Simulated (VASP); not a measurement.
Output of a VASP run:

**OSZICAR**
```
       N       E                     dE             d eps       ncg     rms          rms(c)
DAV:   1     0.130178433651E+03    0.13018E+03   -0.84422E+03  3192   0.116E+03
DAV:   2     0.416432217598E+01   -0.12601E+03   -0.12426E+03  4420   0.205E+02
DAV:   3    -0.429732516380E+01   -0.84616E+01   -0.84094E+01  3354   0.646E+01
DAV:   4    -0.437991926011E+01   -0.82594E-01   -0.82202E-01  4364   0.738E+00
DAV:   5    -0.438048397080E+01   -0.56471E-03   -0.56470E-03  3756   0.597E-01    0.938E+00
DAV:   6    -0.437779834513E+01    0.26856E-02   -0.77793E-03  4146   0.566E-01    0.573E+00
DAV:   7    -0.437913928727E+01   -0.13409E-02   -0.10738E-02  3486   0.693E-01    0.129E-01
DAV:   8    -0.437886987157E+01    0.26942E-03   -0.87577E-04  4050   0.180E-01    0.207E-02
DAV:   9    -0.437887400922E+01   -0.41376E-05   -0.18088E-05  4224   0.288E-02    0.963E-03
DAV:  10    -0.437887637920E+01   -0.23700E-05   -0.13936E-06  3930   0.870E-03    0.516E-03
DAV:  11    -0.437887731435E+01   -0.93516E-06   -0.76287E-07  3732   0.640E-03    0.129E-03
DAV:  12    -0.437887735193E+01   -0.37574E-07   -0.53035E-08  3336   0.157E-03
   1 F= -.43788774E+01 E0= -.43790696E+01  d E =0.576792E-03
```

OUTCAR:
```
------------------------ aborting loop because EDIFF is reached ----------------------------------------
  FORCE on cell =-STRESS in cart. coord.  units (eV):
  Direction    XX          YY          ZZ          XY          YZ          ZX
  --------------------------------------------------------------------------------------
  Total       -1.4532890     -0.5330079     -1.1698193     -0.0000000     -0.7624431     -0.0000000
  in kB      -26.6689986     -9.7811157    -21.4671054     -0.0000000    -13.9914322     -0.0000000
  external PRESSURE =     -19.3057399 kB  Pullay stress =       0.0000000 kB
  volume of cell :       87.31
      direct lattice vectors                 reciprocal lattice vectors
     4.239593595  0.000000000  0.000000000     0.235871665  0.132214143  0.000000000
    -2.119796797  3.781743686  0.000000000     0.000000000  0.264428286  0.000000000
     0.000000000  0.000000000  5.445522339     0.000000000  0.000000000  0.183637113
 POSITION                                       TOTAL-FORCE (eV/Angst)
 -----------------------------------------------------------------------------------
      1.41653      0.00000      1.81517        -0.008261      0.000000      0.000000
     -0.70826      1.26355      3.63035         0.004131     -0.010415      0.001002
      1.41153      2.51819      0.00000         0.004131      0.010415     -0.001002
 -----------------------------------------------------------------------------------
    total drift:                               -0.000062     -0.000008      0.001729
  FREE ENERGIE OF THE ION-ELECTRON SYSTEM (eV)
  ---------------------------------------------------
  free  energy   TOTEN  =        -4.3788773519 eV

  energy  without entropy=       -4.3794541439  energy(sigma->0) =       -4.37906962
```
(Selected blocks of OUTCAR.)

### POSCAR
```
Br
1
    4.2395935947     0.0000000000    -0.0000000000
   -2.1197967973     3.7817436856     0.0000000000
   -0.0000000000     0.0000000000     5.4455223390
Br
3
Direct
  0.3341181581   1.0000000000   0.3333330000
  1.0000000000   0.3341181582   0.6666670000
  0.6658818418   0.6658818418   0.0000000000
```

Question: Reconstruct the remaining input files.

Answer: Several could match; the one computed here: the input of the run itself, PBEsol GGA, plane waves, VASP's PBE PAW potentials (set 64).

### INCAR
```
ALGO  =  Normal
EDIFF  =  1E-7
ENCUT  =  480
GGA  =  PS
ISIF  =  2
ISMEAR  =  1
LASPH  =  .True.
LCHARG  =  .False.
LMAXMIX  =  4
LREAL  =  .False.
LWAVE  =  .False.
NELM  =  100
PREC  =  Accurate
SIGMA  =  0.1
SYSTEM  =  Br
```

**KPOINTS**
```
Automatic
0
gamma
8 8 6
0 0 0
```

POTCAR, in this order: Br (PBE.64 set). Program: vasp_std.

The structure was generated: Br was put into the trigonal-Te type (P3_121), which need not be its known phase. This cell was strained or had an atom moved on purpose.
